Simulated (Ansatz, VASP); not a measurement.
## Al3Ga3Ni10 (Al3Ga3Ni10 (Pm)): VASP beside Ansatz

Wanted: the spread between two codes on one cell, functional and k mesh. The cell is taken from a series of runs on this material, whose earlier steps may have relaxed, scaled, displaced or heated it; both programs get it as it stands.

Program: Ansatz 0.2.0. Level of theory: plane waves, with VASP 6.6.1 beside it; PBEsol. Results are calculated unless marked as measured.

## (1) The structure

Symmetry: Pm, No. 6, monoclinic system. The conventional cell has a = 4.977 Å, b = 3.697 Å, c = 9.957 Å, α = 90.00°, β = 96.14°, γ = 90.00°. Nearest to Al lie 10 Ni at 2.44 to 2.57 Å. Nearest to Al lie 10 Ni at 2.45 to 2.56 Å. Al has 10 Ni at 2.44 to 2.56 Å nearest. Ga has 10 Ni at 2.44 to 2.58 Å nearest. Ga has 8 Ni at 2.38 to 2.49 Å nearest. Nearest to Ga lie 8 Ni at 2.38 to 2.51 Å. Farther neighbours are not listed.

## (2) VASP: relaxation of cell and atoms, PBEsol

The relaxed volume is the usual yardstick between codes: in a stiff, nearly cubic crystal its relative difference is about their pressure difference at one cell divided by the bulk modulus.

Lines of VASP's logs that name or quote its potential files are left out, and so is its time.

INCAR

```
SYSTEM = Al3Ga3Ni10
PREC = Accurate
ENCUT = 600
EDIFF = 1E-07
NELM = 120
ISMEAR = -1
SIGMA = 0.05
LREAL = .FALSE.
ALGO = Normal
GGA = PS
NBANDS = 91
LASPH = .TRUE.
LORBIT = 11
LWAVE = .FALSE.
LCHARG = .FALSE.
ISIF = 3
IBRION = 2
NSW = 80
EDIFFG = -0.005
GGA_COMPAT = .FALSE.
NELMIN = 4
KPAR = 4
```

POSCAR

```
Al3Ga3Ni10
1.0
    4.9774580000      0.0000000000      0.0000000000
    0.0000000000      3.6970680000      0.0000000000
   -1.0649500000      0.0000000000      9.8994640000
Al Ga Ni
3 3 10
Direct
    0.2792124551      0.5000000000      0.3591983364
    0.2795461766      0.5000000000      0.8611647055
    0.7200499342      0.5000000000      0.1399120195
    0.7189952473      0.5000000000      0.6408231799
    0.0005510032      0.0000000000      0.9997892815
    0.0032497491      0.0000000000      0.4982839475
    0.7736573489      0.5000000000      0.3862462655
    0.7736658982      0.5000000000      0.8877229111
    0.2264639339      0.5000000000      0.1130801627
    0.2259144457      0.5000000000      0.6131007699
    0.9987269251      0.0000000000      0.2490936883
    0.0004712245      0.0000000000      0.7498253441
    0.5010191541      0.0000000000      0.0005932644
    0.5013593238      0.0000000000      0.4997783718
    0.4991838183      0.0000000000      0.2500891967
    0.4979329170      0.0000000000      0.7512983531
```

KPOINTS

```
Automatic mesh
0
Gamma
8 10 4
0 0 0
```

The projector-augmented-wave data sets are Al, Ga_d and Ni (PBE family, release 64).

On the command line:

```
> mpirun -np 4 vasp_std
```

Numbers of over 12 decimals in the logs are rounded to 6 here.

The program printed:

```text
[banner, memory and clock lines left out]
running    4 mpi-ranks, on    1 nodes
 distrk:  each k-point on    1 cores,    4 groups
 distr:  one band on    1 cores,    1 groups

 POSCAR found type information on POSCAR AlGaNi
 POSCAR found :  3 types and      16 ions
|                                                                             |
|               ----> ADVICE to this user running VASP <----                  |
|                                                                             |
|     You enforced a specific xc type in the INCAR file but a different       |
|     [... a line on the potential file left out ...]
|     I HOPE YOU KNOW WHAT YOU ARE DOING!                                     |
|                                                                             |

 LDA part: xc-table for (Slater+PW92), standard interpolation
 POSCAR, INCAR and KPOINTS ok, starting setup
 FFT: planning ... GRIDC
 FFT: planning ... GRID_SOFT
 FFT: planning ... GRID
 WAVECAR not read
 entering main loop
       N       E                     dE             d eps       ncg     rms          rms(c)
DAV:   1     0.147912711141E+04    0.14791E+04   -0.67021E+04 20563   0.285E+03
DAV:   2     0.169667057364E+03   -0.13095E+04   -0.12493E+04 19656   0.674E+02
DAV:   3    -0.875919530755E+02   -0.25726E+03   -0.23859E+03 19788   0.261E+02
DAV:   4    -0.105764094752E+03   -0.18172E+02   -0.17722E+02 22219   0.746E+01
DAV:   5    -0.106341935273E+03   -0.57784E+00   -0.57510E+00 25437   0.138E+01    0.366E+01
DAV:   6    -0.112383274240E+03   -0.60413E+01   -0.23811E+02 22404   0.123E+02    0.410E+01
DAV:   7    -0.916848930916E+02    0.20698E+02   -0.71813E+01 22556   0.807E+01    0.474E+00
DAV:   8    -0.935307625071E+02   -0.18459E+01   -0.12668E+01 25014   0.461E+01    0.159E+01
DAV:   9    -0.920387914499E+02    0.14920E+01   -0.65530E+00 23511   0.344E+01    0.409E+00
DAV:  10    -0.920294940148E+02    0.92974E-02   -0.11467E+00 28193   0.145E+01    0.429E+00
DAV:  11    -0.918780831405E+02    0.15141E+00   -0.52540E-01 22275   0.999E+00    0.137E+00
DAV:  12    -0.918807052245E+02   -0.26221E-02   -0.14953E-01 23028   0.486E+00    0.135E+00
DAV:  13    -0.918693748471E+02    0.11330E-01   -0.78674E-02 22296   0.393E+00    0.382E-01
DAV:  14    -0.918687568410E+02    0.61801E-03   -0.14264E-02 23160   0.124E+00    0.345E-01
[...]
DAV:  19    -0.918680063615E+02    0.12710E-05   -0.14914E-04 23729   0.190E-01    0.453E-02
DAV:  20    -0.918679902803E+02    0.16081E-04   -0.60013E-05 22448   0.110E-01    0.175E-02
DAV:  21    -0.918679905313E+02   -0.25101E-06   -0.31394E-05 28232   0.469E-02    0.135E-02
DAV:  22    -0.918679895501E+02    0.98120E-06   -0.88305E-06 22485   0.418E-02    0.585E-03
DAV:  23    -0.918679892697E+02    0.28042E-06   -0.28585E-06 26170   0.168E-02    0.297E-03
DAV:  24    -0.918679891520E+02    0.11773E-06   -0.44671E-07 17442   0.113E-02    0.343E-03
DAV:  25    -0.918679889491E+02    0.20288E-06   -0.25195E-07 12788   0.938E-03    0.117E-03
DAV:  26    -0.918679889392E+02    0.98735E-08   -0.15948E-07 10736   0.425E-03
   1 F= -.91867989E+02 E0= -.91836654E+02  d E =-.918680E+02
[... from here on, the cycles between the ionic steps are left out ...]
   2 F= -.91868286E+02 E0= -.91837109E+02  d E =-.297433E-03
   3 F= -.91868622E+02 E0= -.91837380E+02  d E =-.633228E-03
   4 F= -.91868739E+02 E0= -.91837483E+02  d E =-.116535E-03
   5 F= -.91868823E+02 E0= -.91837544E+02  d E =-.201189E-03
   6 F= -.91868875E+02 E0= -.91837581E+02  d E =-.516542E-04
   7 F= -.91868891E+02 E0= -.91837582E+02  d E =-.671808E-04
 curvature:  -1.64 expect dE=-0.199E-04 dE for cont linesearch -0.734E-13
 trial: gam= 0.20983 g(F)=  0.826E-05 g(S)=  0.382E-05 ort = 0.188E-08 (trialstep = 0.148E+01)
 search vector abs. value=  0.156E-04
 bond charge predicted
       N       E                     dE             d eps       ncg     rms          rms(c)
DAV:   1    -0.918690202692E+02   -0.12973E-03   -0.54780E-03 22742   0.387E-01    0.104E-01
DAV:   2    -0.918690653112E+02   -0.45042E-04   -0.19206E-03 21646   0.381E-01    0.103E-01
DAV:   3    -0.918689246037E+02    0.14071E-03   -0.68986E-04 21966   0.327E-01    0.649E-02
DAV:   4    -0.918689075184E+02    0.17085E-04   -0.21640E-04 22972   0.210E-01    0.254E-02
DAV:   5    -0.918689062907E+02    0.12277E-05   -0.41944E-05 26461   0.886E-02    0.276E-02
DAV:   6    -0.918689011500E+02    0.51408E-05   -0.24040E-05 22605   0.870E-02    0.114E-02
DAV:   7    -0.918689002789E+02    0.87110E-06   -0.48463E-06 24768   0.280E-02    0.706E-03
DAV:   8    -0.918689000183E+02    0.26060E-06   -0.13997E-06 19538   0.182E-02    0.329E-03
DAV:   9    -0.918688998084E+02    0.20983E-06   -0.38434E-07 15540   0.654E-03    0.229E-03
DAV:  10    -0.918688997358E+02    0.72665E-07   -0.30431E-07 13207   0.862E-03
   8 F= -.91868900E+02 E0= -.91837591E+02  d E =-.919849E-05
 trial-energy change:   -0.000009  1 .order   -0.000010   -0.000018   -0.000003
 step:   2.0140(harm=  1.7256)  dis= 0.00065  next Energy=   -91.868900 (dE=-0.961E-05)
 reached required accuracy - stopping structural energy minimisation
```

Parts of OUTCAR (step 2):

```text
ion  position               nearest neighbor table
   1  0.279  0.500  0.359-   9 2.44   7 2.45  15 2.46  15 2.46  11 2.50  11 2.50  14 2.50  14 2.50
                             7 2.56  10 2.57   6 2.76   6 2.76   3 3.26   3 3.35
   2  0.280  0.500  0.861-   8 2.45  10 2.46  16 2.46  16 2.46  13 2.50  13 2.50  12 2.50  12 2.50
                             9 2.55   8 2.56   5 2.77   5 2.77   3 3.35
   3  0.720  0.500  0.140-   7 2.44   9 2.44  15 2.47  15 2.47  11 2.49  11 2.49  13 2.49  13 2.49
                             8 2.55   9 2.56   5 2.78   5 2.78   1 3.26   2 3.35   1 3.35
   4  0.719  0.500  0.641-  10 2.44   8 2.44  16 2.47  16 2.47  12 2.50  12 2.50  14 2.50  14 2.50
                            10 2.57   7 2.58   6 2.80   6 2.80
   5  0.001  0.000  1.000-   8 2.38   8 2.38   9 2.38   9 2.38  11 2.48  13 2.49  12 2.49  13 2.49
                             2 2.77   2 2.77   3 2.78   3 2.78
   6  0.003  0.000  0.498-  10 2.38  10 2.38   7 2.39   7 2.39  14 2.48  11 2.48  14 2.50  12 2.51
                             1 2.76   1 2.76   4 2.80   4 2.80
   7  0.774  0.500  0.386-   6 2.39   6 2.39   3 2.44   1 2.45   1 2.56   4 2.58  15 2.59  15 2.59
                            14 2.62  14 2.62  11 2.62  11 2.62  10 3.01
   8  0.774  0.500  0.888-   5 2.38   5 2.38   4 2.44   2 2.45   3 2.55   2 2.56  16 2.60  16 2.60
                            13 2.62  13 2.62  12 2.63  12 2.63   9 3.01
   9  0.226  0.500  0.113-   5 2.38   5 2.38   1 2.44   3 2.44   2 2.55   3 2.56  15 2.59  15 2.59
                            11 2.62  11 2.62  13 2.62  13 2.62   8 3.01
  10  0.226  0.500  0.613-   6 2.38   6 2.38   4 2.44   2 2.46   4 2.57   1 2.57  16 2.60  16 2.60
                            12 2.62  12 2.62  14 2.63  14 2.63   7 3.01
  11  0.999  0.000  0.249-   6 2.48   5 2.48  15 2.49  15 2.49   3 2.49   3 2.49   1 2.50   1 2.50
                             7 2.62   7 2.62   9 2.62   9 2.62
  12  0.000  0.000  0.750-  16 2.47   5 2.49   4 2.50   4 2.50   2 2.50   2 2.50  16 2.50   6 2.51
                            10 2.62  10 2.62   8 2.63   8 2.63
  13  0.501  0.000  0.001-  16 2.48  15 2.49   5 2.49   5 2.49   3 2.49   3 2.49   2 2.50   2 2.50
                             8 2.62   8 2.62   9 2.62   9 2.62
  14  0.501  0.000  0.500-   6 2.48  15 2.48   4 2.50   4 2.50   6 2.50   1 2.50   1 2.50  16 2.51
                             7 2.62   7 2.62  10 2.63  10 2.63
  15  0.499  0.000  0.250-   1 2.46   1 2.46   3 2.47   3 2.47  14 2.48  13 2.49  11 2.49  11 2.49
                             9 2.59   9 2.59   7 2.59   7 2.59
  16  0.498  0.000  0.751-   2 2.46   2 2.46   4 2.47   4 2.47  12 2.47  13 2.48  12 2.50  14 2.51
                            10 2.60  10 2.60   8 2.60   8 2.60

  LATTYP: Found a simple monoclinic cell.
 ALAT       =     4.9774580000
 B/A-ratio  =     0.7427622694
 C/A-ratio  =     2.0003345160
 COS(beta)  =    -0.1069594066

 Subroutine GETGRP returns: Found  2 space group operations
 (whereof  2 operations were pure point group operations)

The static configuration has the point symmetry C_1h.

 Found    108 irreducible k-points:

   k-points           NKPTS =    108   k-points in BZ     NKDIM =    108   number of bands    NBANDS=     91

   dimension x,y,z NGX =    40 NGY =   30 NGZ =   80
   dimension x,y,z NGXF=    80 NGYF=   60 NGZF=  160

   ENCUT  =  600.0 eV  44.10 Ry    6.64 a.u.   9.94  7.38 19.89*2*pi/ulx,y,z

   NELECT =     148.0000    total number of electrons

 k-points in reciprocal lattice and weights: Automatic mesh
   0.00000000  0.00000000  0.00000000       0.003
   0.12500000  0.00000000 -0.00000000       0.006
   0.25000000  0.00000000 -0.00000000       0.006
   0.37500000  0.00000000  0.00000000       0.006
   0.50000000  0.00000000 -0.00000000       0.003
   0.00000000  0.10000000  0.00000000       0.006
   0.12500000  0.10000000 -0.00000000       0.013
   0.25000000  0.10000000 -0.00000000       0.013
   0.37500000  0.10000000  0.00000000       0.013
[...]
0.37500000  0.50000000  0.50000000       0.006
   0.50000000  0.50000000  0.50000000       0.003

 average (electrostatic) potential at core
       1 -69.8023       2 -69.7991       3 -69.7947       4 -60.2083       5 -60.2167
       6 -60.2508       7 -81.4410       8 -81.4481       9 -81.4564      10 -81.4338
      11 -81.3702      12 -81.3449      13 -81.3649      14 -81.3503      15 -81.1910
      16 -81.1768

 E-fermi :   9.8204

 k-point     1 :       0.0000    0.0000    0.0000
  band No.  band energies     occupation
    ...
     72       9.1112      2.00000
     73       9.2931      1.99995
     74       9.4127      1.99942
     75       9.4509      1.99877
     76       9.8564      0.65479
     77      10.2477      0.00039
     78      10.7882      0.00000
     79      11.3742      0.00000
     80      11.9495      0.00000
     81      12.0888      0.00000
    ...

 k-point     2 :       0.1250    0.0000   -0.0000
  band No.  band energies     occupation
    ...
     70       9.0615      2.00000
     71       9.1131      2.00000
     72       9.1512      2.00000
     73       9.1795      1.99999
     74       9.5859      1.98180
     75       9.9412      0.16393
     76      10.0883      0.00938
     77      10.3795      0.00003
     78      11.2087      0.00000
     79      11.3840      0.00000
    ...

 k-point     3 :       0.2500    0.0000   -0.0000
  band No.  band energies     occupation
    ...
     69       8.9006      2.00000
     70       8.9716      2.00000
     71       9.1150      2.00000
     72       9.1455      2.00000
     73       9.2045      1.99999
     74       9.9190      0.24431
     75      10.2505      0.00037
     76      10.9341      0.00000
     77      11.1293      0.00000
     78      11.2409      0.00000
    ...

  Total        0.0133471      0.0247229      0.0160693      0.0000000      0.0000000     -0.0022631
  in kB        0.1176481      0.2179208      0.1416429      0.0000000      0.0000000     -0.0199480
  external PRESSURE =       0.1590706 kB  Pullay stress =       0.0000000 kB

  energy-cutoff  :      600.00
  volume of cell :      181.77
      direct lattice vectors                 reciprocal lattice vectors
     4.973047464  0.000000000 -0.001567017     0.201090782  0.000000000  0.021700349
     0.000000000  3.696270645  0.000000000     0.000000000  0.270542960  0.000000000
    -1.067122833  0.000000000  9.888715127     0.000031866  0.000000000  0.101128811

 POSITION                                       TOTAL-FORCE (eV/Angst)
 -----------------------------------------------------------------------------------
      1.00969      1.84814      3.55100         0.002824      0.000000     -0.001978
      0.47361      1.84814      8.51219        -0.002445      0.000000      0.001885
      3.42810      1.84814      1.38534         0.000330      0.000000     -0.001104
      2.88948      1.84814      6.33587        -0.000270      0.000000      0.001147
     -1.06574      0.00000      9.88623        -0.001465      0.000000      0.001639
     -0.51610      0.00000      4.92987         0.000850      0.000000     -0.000767
      3.43823      1.84814      3.82278         0.001279      0.000000     -0.000639
      2.90209      1.84814      8.77660        -0.002479      0.000000      0.001282
      1.00222      1.84814      1.11562         0.000526      0.000000      0.000415
      0.46730      1.84814      6.06094        -0.001112      0.000000     -0.000255
      4.70334      0.00000      2.46397         0.001258      0.000000     -0.001875
     -0.79987      0.00000      7.41274        -0.001548      0.000000      0.000992
      2.48943      0.00000      0.00431        -0.002127      0.000000      0.001251
      1.96035      0.00000      4.94190         0.002960      0.000000     -0.000865
      2.21719      0.00000      2.47290         0.000973      0.000000     -0.001080
      1.67501      0.00000      7.42648         0.000447      0.000000     -0.000049
 -----------------------------------------------------------------------------------
    total drift:                                0.000475      0.000000     -0.000412

  FREE ENERGIE OF THE ION-ELECTRON SYSTEM (eV)
  ---------------------------------------------------
  free  energy   TOTEN  =       -91.8688997358 eV

  energy  without entropy=      -91.8062821550  energy(sigma->0) =      -91.83759095

 reached required accuracy - stopping structural energy minimisation

 total charge
# of ion       s       p       d       tot
------------------------------------------
    1        0.404   0.405   0.000   0.809
    2        0.405   0.405   0.000   0.810
    3        0.404   0.405   0.000   0.809
    4        0.873   0.883  10.054  11.810
    5        0.880   0.958  10.054  11.892
    6        0.883   0.943  10.053  11.880
    7        0.475   0.538   8.449   9.463
    8        0.474   0.541   8.451   9.466
    9        0.480   0.546   8.449   9.475
   10        0.468   0.533   8.451   9.453
   11        0.483   0.527   8.440   9.451
   12        0.471   0.515   8.441   9.428
   13        0.483   0.528   8.440   9.451
   14        0.471   0.515   8.442   9.428
   15        0.487   0.543   8.419   9.450
   16        0.477   0.532   8.423   9.432
--------------------------------------------------
tot          8.621   9.318 114.568 132.506

[... 3 further parts left out ...]
```

This run has no spin polarisation, so a moment on Ni, if there is one, isn't seen. The run keeps the 2 symmetry operations of its start, so it cannot find a distortion of lower symmetry.

(Part 1 of 2 ends here.)

[Lines on the potential files, build, host, timing and source positions are cut from VASP's logs without a mark.]

[Logs are printed without paths, hosts, clocks, repeated set-up lines and the standing remarks that a program may print on its own settings, such as how far it seeks lower states.]

[Hosts, paths, dates, database ids (printed as entryN), source tags and the programs' standing remarks are cut or masked in the printed files.]
